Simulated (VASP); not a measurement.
Output of a VASP run:

OSZICAR:
```
       N       E                     dE             d eps       ncg     rms          rms(c)
DAV:   1     0.773112653164E+02    0.77311E+02   -0.87557E+03  1230   0.167E+03
DAV:   2    -0.156889042212E+01   -0.78880E+02   -0.77056E+02  1342   0.312E+02
DAV:   3    -0.730530808922E+01   -0.57364E+01   -0.56958E+01  1522   0.729E+01
DAV:   4    -0.741096940071E+01   -0.10566E+00   -0.10558E+00  1421   0.109E+01
DAV:   5    -0.741389097753E+01   -0.29216E-02   -0.29215E-02  1558   0.161E+00    0.294E+00
DAV:   6    -0.737687442702E+01    0.37017E-01   -0.70974E-02  1707   0.457E+00    0.174E+00
DAV:   7    -0.736733424369E+01    0.95402E-02   -0.37124E-02  1417   0.179E+00    0.339E-01
DAV:   8    -0.736826454225E+01   -0.93030E-03   -0.46653E-03  1539   0.927E-01    0.642E-02
DAV:   9    -0.736872424527E+01   -0.45970E-03   -0.64158E-04  1378   0.234E-01    0.304E-02
DAV:  10    -0.736880160570E+01   -0.77360E-04   -0.90360E-05  1462   0.612E-02    0.936E-03
DAV:  11    -0.736881340188E+01   -0.11796E-04   -0.21560E-05  1337   0.451E-02    0.362E-03
DAV:  12    -0.736881460710E+01   -0.12052E-05   -0.18156E-06  1387   0.101E-02    0.183E-03
DAV:  13    -0.736881447249E+01    0.13461E-06   -0.55718E-08   936   0.190E-03    0.200E-04
DAV:  14    -0.736881448033E+01   -0.78408E-08   -0.15633E-08   741   0.129E-03
   1 F= -.79863688E+01 E0= -.79864401E+01  d E =0.213993E-03
```

### OUTCAR
```
------------------------ aborting loop because EDIFF is reached ----------------------------------------
 Edisp (eV)   -0.61755
  FORCE on cell =-STRESS in cart. coord.  units (eV):
  Direction    XX          YY          ZZ          XY          YZ          ZX
  --------------------------------------------------------------------------------------
  Total      -0.99467    -0.99467    -0.99467     0.00000    -0.00000     0.00000
  in kB     -26.04467   -26.04467   -26.04467     0.00000    -0.00000     0.00000
  external pressure =      -26.04 kB  Pullay stress =        0.00 kB
  volume of cell :       61.19
      direct lattice vectors                 reciprocal lattice vectors
     0.000000000  3.127612564  3.127612564    -0.159866348  0.159866348  0.159866348
     3.127612564  0.000000000  3.127612564     0.159866348 -0.159866348  0.159866348
     3.127612564  3.127612564  0.000000000     0.159866348  0.159866348 -0.159866348
  FREE ENERGIE OF THE ION-ELECTRON SYSTEM (eV)
  ---------------------------------------------------
  free  energy   TOTEN  =        -7.9863688102 eV

  energy  without entropy=       -7.9865828030  energy(sigma->0) =       -7.98644014
```
(Selected blocks of OUTCAR.)

**POSCAR**
```
GaSb
1
    0.0000000000     3.1276125644     3.1276125644
    3.1276125644     0.0000000000     3.1276125644
    3.1276125644     3.1276125644     0.0000000000
Ga Sb
1 1
Direct
  0.0000000000   0.0000000000   0.0000000000
  0.2500000000   0.2500000000   0.2500000000
```

### Question
Write an INCAR and KPOINTS that could have produced this output.

### Answer
Several could match; the one computed here: the input of the run itself, PBE GGA with D3 dispersion (Becke-Johnson damping), plane waves, VASP's PBE PAW potentials (set 64).

**INCAR**
```
IVDW = 12   ! D3, Becke-Johnson
SYSTEM = GaSb
ISIF = 2   ! forces and stress, cell fixed
LWAVE = .FALSE.
GGA = PE   ! PBE
LCHARG = .FALSE.
LREAL = .FALSE.
PREC = Accurate
SIGMA = 0.1   ! width (eV)
EDIFF = 1E-7
NELM = 100   ! most electronic steps
ISMEAR = 1   ! Methfessel-Paxton
LMAXMIX = 4   ! l cut-off of mixed one-centre charges
LASPH = .TRUE.
ENCUT = 520
ALGO = Normal
```

File KPOINTS:
```
Automatic mesh
0
Gamma
10 10 10
0 0 0
```

POTCAR, in this order: Ga_d Sb (PBE.64 set). Program: vasp_std.

The compound is GaSb in the zinc blende structure. This cell is one point of a volume scan, at 1.06 of the reference volume.
